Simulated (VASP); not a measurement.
# Which native defect does Sb2Pt (Geversite) form most easily?, part 6 of 6

Which native defect is cheapest in Sb2Pt (Geversite), and how does that change with the growth condition? The start is a cell from a database of measured crystal structures.

VASP 6.6.1, plane waves and PAW; the level of theory is named at each step.

So far, formation energy of the neutral defect (eV): step 7 (energies of this defect, 47 atoms, defect vacancy, element …) 3.32; step 9 (Sb31Pt16 (Geversite), element Sb, defect Sb vacancy) 3.07.

## 11. Energies of this defect, 48 atoms, defect substitution, element Sb

This step: point defect, PBEsol; plane waves and PAW (VASP 6.6.1).

Derived from the runs above.

The formation energy is the energy of the relaxed defect cell less that of the perfect cell, with each removed atom booked to its reference and each added atom taken from it.

References, in eV an atom: Pt -6.972 (crystal Fm-3m) and Sb -4.560 (crystal R-3m). They were run at the supercell's cutoff and functional, without U, and count both elements from their own phases.

The formation energy is 1.926 eV, and the largest move of an atom 0.26 Å.

## 12. The defect cell, 48 atoms, defect Sb on the Pt site

This step: PBEsol; plane waves and PAW (Sb, Pt) (VASP 6.6.1).

System of this step: Sb11Pt5 (Geversite). The cell holds 48 atoms: 33 Sb and 15 Pt. Its edges and angles: a = 11.189 Å, b = 11.189 Å, c = 11.189 Å, α = 109.5°, β = 109.5°, γ = 109.5°. It derives from Sb2Pt (Geversite). Nearest the centre at fractional (0.500, 0.250, 0.250): Sb1 at 0.00 Å, Sb6 at 2.68 Å, Sb13 at 2.68 Å, Sb30 at 2.68 Å, Sb26 at 2.68 Å, Sb25 at 2.68 Å, Sb17 at 2.68 Å, Sb2 at 4.19 Å.

The input, INCAR:

```
SYSTEM = Sb11Pt5
PREC = Normal
ENCUT = 300
EDIFF = 1E-05
NELM = 120
ISMEAR = 1
SIGMA = 0.2
LREAL = Auto
ALGO = Fast
GGA = PS
NBANDS = 192
LASPH = .TRUE.
LORBIT = 11
LWAVE = .FALSE.
LCHARG = .TRUE.
KPAR = 4
NCORE = 2
IBRION = 2
NSW = 50
ISIF = 2
EDIFFG = -0.03
POTIM = 0.4
MAXMIX = 40
ISYM = 2
```

The input, POSCAR:

```
Sb11Pt5
1.0
   -6.4602121530      6.4602121530      6.4602121530
    6.4602121530     -6.4602121530      6.4602121530
    6.4602121530      6.4602121530     -6.4602121530
Sb Pt
33 15
Direct
    0.5000000000      0.2500000000      0.2500000000
    0.5000000000      0.6248077900      0.2500000000
    0.0000000000      0.1248077900      0.2500000000
    0.0000000000      0.6248077900      0.7500000000
    0.5000000000      0.1248077900      0.7500000000
    0.6248077900      0.2500000000      0.5000000000
    0.1248077900      0.7500000000      0.5000000000
    0.1248077900      0.2500000000      0.0000000000
    0.6248077900      0.7500000000      0.0000000000
    0.2500000000      0.5000000000      0.6248077900
    0.7500000000      0.0000000000      0.6248077900
    0.7500000000      0.5000000000      0.1248077900
    0.2500000000      0.0000000000      0.1248077900
    0.6251922100      0.6251922100      0.6251922100
    0.1251922100      0.1251922100      0.6251922100
    0.1251922100      0.6251922100      0.1251922100
    0.6251922100      0.1251922100      0.1251922100
    0.5000000000      0.3751922100      0.7500000000
    0.0000000000      0.8751922100      0.7500000000
    0.0000000000      0.3751922100      0.2500000000
    0.5000000000      0.8751922100      0.2500000000
    0.3751922100      0.7500000000      0.5000000000
    0.8751922100      0.2500000000      0.5000000000
    0.8751922100      0.7500000000      0.0000000000
    0.3751922100      0.2500000000      0.0000000000
    0.7500000000      0.5000000000      0.3751922100
    0.2500000000      0.0000000000      0.3751922100
    0.2500000000      0.5000000000      0.8751922100
    0.7500000000      0.0000000000      0.8751922100
    0.3748077900      0.3748077900      0.3748077900
    0.8748077900      0.8748077900      0.3748077900
    0.8748077900      0.3748077900      0.8748077900
    0.3748077900      0.8748077900      0.8748077900
    0.0000000000      0.7500000000      0.2500000000
    0.0000000000      0.2500000000      0.7500000000
    0.5000000000      0.7500000000      0.7500000000
    0.2500000000      0.2500000000      0.5000000000
    0.7500000000      0.7500000000      0.5000000000
    0.7500000000      0.2500000000      0.0000000000
    0.2500000000      0.7500000000      0.0000000000
    0.2500000000      0.5000000000      0.2500000000
    0.7500000000      0.0000000000      0.2500000000
    0.7500000000      0.5000000000      0.7500000000
    0.2500000000      0.0000000000      0.7500000000
    0.0000000000      0.0000000000      0.0000000000
    0.5000000000      0.5000000000      0.0000000000
    0.5000000000      0.0000000000      0.5000000000
    0.0000000000      0.5000000000      0.5000000000
```

The input, KPOINTS:

```
Automatic mesh
0
Gamma
3 3 3
0 0 0
```

PAW data sets: Sb and Pt (PBE family, release 64).

The run is started by

```
> mpirun -np 8 vasp_std
```

Log:

```text
[banner, memory and clock lines left out]
running    8 mpi-ranks, on    1 nodes
[...]
[... a notice as in an earlier step ...]

 LDA part: xc-table for (Slater+PW92), standard interpolation
 POSCAR, INCAR and KPOINTS ok, starting setup
[...]
entering main loop
       N       E                     dE             d eps       ncg     rms          rms(c)
DAV:   1     0.140350647705E+04    0.14035E+04   -0.87464E+04  2304   0.892E+02
DAV:   2    -0.165126993347E+03   -0.15686E+04   -0.15014E+04  2624   0.210E+02
DAV:   3    -0.280343399914E+03   -0.11522E+03   -0.11200E+03  2752   0.581E+01
DAV:   4    -0.283577208589E+03   -0.32338E+01   -0.31925E+01  2680   0.974E+00
[...]
RMM:  13    -0.274913607491E+03    0.29145E-04   -0.57769E-04  2331   0.514E-02    0.287E-02
RMM:  14    -0.274913608383E+03   -0.89200E-06   -0.19067E-04  2431   0.248E-02    0.158E-02
RMM:  15    -0.274913603869E+03    0.45139E-05   -0.58858E-05  2181   0.151E-02
   1 F= -.27491360E+03 E0= -.27491904E+03  d E =-.274914E+03
[... from here on, the cycles between the ionic steps are left out ...]
   2 F= -.27614730E+03 E0= -.27615538E+03  d E =-.123369E+01
   3 F= -.27641509E+03 E0= -.27642509E+03  d E =-.150149E+01
   4 F= -.27651402E+03 E0= -.27652376E+03  d E =-.989357E-01
   5 F= -.27652689E+03 E0= -.27653637E+03  d E =-.111801E+00
   6 F= -.27652730E+03 E0= -.27653683E+03  d E =-.112213E+00
   7 F= -.27653980E+03 E0= -.27654930E+03  d E =-.124930E-01
   8 F= -.27654195E+03 E0= -.27655141E+03  d E =-.146498E-01
   9 F= -.27654197E+03 E0= -.27655143E+03  d E =-.146721E-01
  10 F= -.27654441E+03 E0= -.27655382E+03  d E =-.243197E-02
  11 F= -.27654505E+03 E0= -.27655443E+03  d E =-.307372E-02
  12 F= -.27654641E+03 E0= -.27655575E+03  d E =-.136310E-02
  13 F= -.27654649E+03 E0= -.27655582E+03  d E =-.144328E-02
  14 F= -.27654770E+03 E0= -.27655711E+03  d E =-.121283E-02
 trial-energy change:   -0.001213  1 .order   -0.001115   -0.001938   -0.000292
 step:   1.9392(harm=  2.0266)  dis= 0.00324  next Energy=  -276.547723 (dE=-0.123E-02)
 reached required accuracy - stopping structural energy minimisation
```

The job ended after 7 min (8 MPI ranks of AMD EPYC 9R45, shared host; peak memory 3.1 GiB).

OUTCAR, selected parts (step 12):

```text
  Total       13.1438214     13.1438214     13.1438214     -0.1056799     -0.1056799      0.1056799
  in kB       19.5268369     19.5268369     19.5268369     -0.1570011     -0.1570011      0.1570011
  external PRESSURE =      19.5268369 kB  Pullay stress =       0.0000000 kB

 POSITION                                       TOTAL-FORCE (eV/Angst)
 -----------------------------------------------------------------------------------
      0.00000      3.23011      3.23011         0.000000      0.000000      0.000000
      2.41672      0.81339      5.64682        -0.000765      0.000765     -0.000765
     -4.04194      7.27828      5.63700         0.004691     -0.011474     -0.009012
      8.87225      0.82321     -0.81184         0.011474      0.009012      0.004691
      2.40690      7.27205     -0.81807        -0.009012     -0.004691      0.011474
      0.89377      5.82964      2.35090         0.003015     -0.001993     -0.013655
      7.24416     -0.81332      2.43481         0.005272      0.007451      0.015244
      0.82558     -0.80892      2.40637        -0.004693     -0.006389      0.003539
      7.27588      5.63340      2.41894        -0.005481      0.002358     -0.015412
      5.66491      2.44616      0.81332         0.015244     -0.005272     -0.007451
     -0.81116      8.87465      0.82681        -0.015412      0.005481     -0.002358
     -0.82373      2.40452      7.26914         0.003539      0.004693      0.006389
      5.58100     -4.12387      7.09079        -0.013655     -0.003015      0.001993
      4.03903      4.05384      4.05569         0.006389     -0.003539     -0.004693
[...]
-----------------------------------------------------------------------------------
    total drift:                                0.000000      0.000000     -0.000000

  FREE ENERGIE OF THE ION-ELECTRON SYSTEM (eV)
  ---------------------------------------------------
  free  energy   TOTEN  =      -276.5477042659 eV

  energy  without entropy=     -276.5759363150  energy(sigma->0) =     -276.55711495

[... 3 parts as in an earlier step ...]

[... 1 further part left out ...]
[key lines of the parts left out:]
E-fermi :   9.3743
```

The steps of the relaxation:

```tsv
step	energy less that of the first step (eV)	largest force (eV/Å)
1	0.0000	2.7559
2	-1.2337	1.1064
3	-1.5015	0.5678
4	-1.6004	0.1642
5	-1.6133	0.1795
6	-1.6137	0.1710
7	-1.6262	0.0978
8	-1.6283	0.0534
9	-1.6284	0.0551
10	-1.6308	0.0473
11	-1.6314	0.0489
12	-1.6328	0.0350
13	-1.6329	0.0449
14	-1.6341	0.0178
```

The atoms that moved most (Å):

```tsv
atom	dx	dy	dz	length
Sb25	-0.085	-0.178	0.070	0.210
Sb6	0.085	0.178	-0.070	0.210
Sb17	-0.178	0.070	0.085	0.210
Sb30	0.178	-0.070	-0.085	0.210
Sb13	-0.070	-0.085	-0.178	0.210
Sb26	0.070	0.085	0.178	0.210
Pt39	-0.034	-0.015	0.040	0.054
Pt37	0.034	0.015	-0.040	0.054
```

The run ended after 14 ionic steps, 1.634 eV below its first step, once the forces on the free atoms met EDIFFG = -0.03.

The 6 first neighbours (Sb) lie 2.68 Å from the site in the perfect crystal and 2.89 Å on average from the atom on it after the relaxation (+7.8 %).

## 13. This defect's formation energies, 48 atoms, defect substitution, element Pt

This step: point defect, PBEsol; plane waves and PAW (VASP 6.6.1).

No new run; the numbers come from the runs before.

The formation energy is the energy of the relaxed defect cell less that of the perfect cell, with each removed atom booked to its reference and each added atom taken from it.

References, in eV an atom: Pt -6.972 (crystal Fm-3m) and Sb -4.560 (crystal R-3m). They were run at the supercell's cutoff and functional, without U, and count both elements from their own phases.

The formation energy is 2.734 eV, and the largest move of an atom 0.21 Å.

## 14. All defects in both limits

This step: native point defects, PBEsol; plane waves and PAW (VASP 6.6.1).

This step runs nothing: it gathers the runs above.

Neutral cells; the limits come from the host's formation enthalpy alone. Formation energies:

```tsv
defect	charge	formation energy, Pt-rich (eV)	formation energy, Sb-rich (eV)
Pt vacancy	0	3.319	1.805
Sb vacancy	0	2.313	3.07
Pt on the Sb site	0	1.169	3.44
Sb on the Pt site	0	3.491	1.22
```

## 15. What came out

| Quantity | Value |
| --- | --- |
| host formation enthalpy | -0.505 eV/atom |

In words: In the Pt-rich limit the cheapest defect is the Pt on the Sb site, at 1.17 eV. In the Sb-rich limit the cheapest defect is the Sb on the Pt site, at 1.22 eV. The supercell of 48 atoms is small. Potential shifts are not applied, only the charges listed were run, and a negative energy means that the Fermi level can't reach that place or the limit lies outside the host's range, or that the host's structure gives way. Each defect was run on one site, no other kinds were tried, and all belong to one structure, the phase of space group Pa-3. The limits are set by the pure elements; where other compounds of the two lie between, the true range is narrower and the order of defects can differ.

[Lines on the potential files, build, host, timing and source positions are cut from VASP's logs without a mark.]

[Logs are printed without paths, hosts, clocks, repeated set-up lines and the standing remarks that a program may print on its own settings, such as how far it seeks lower states.]

[Hosts, paths, dates, database ids (printed as entryN), source tags and the programs' standing remarks are cut or masked in the printed files.]

[In band tables of VASP the shares of atoms and orbitals are scaled to a sum of 1 inside the atoms' spheres.]

[Runs that stopped without an error message from VASP are left out.]
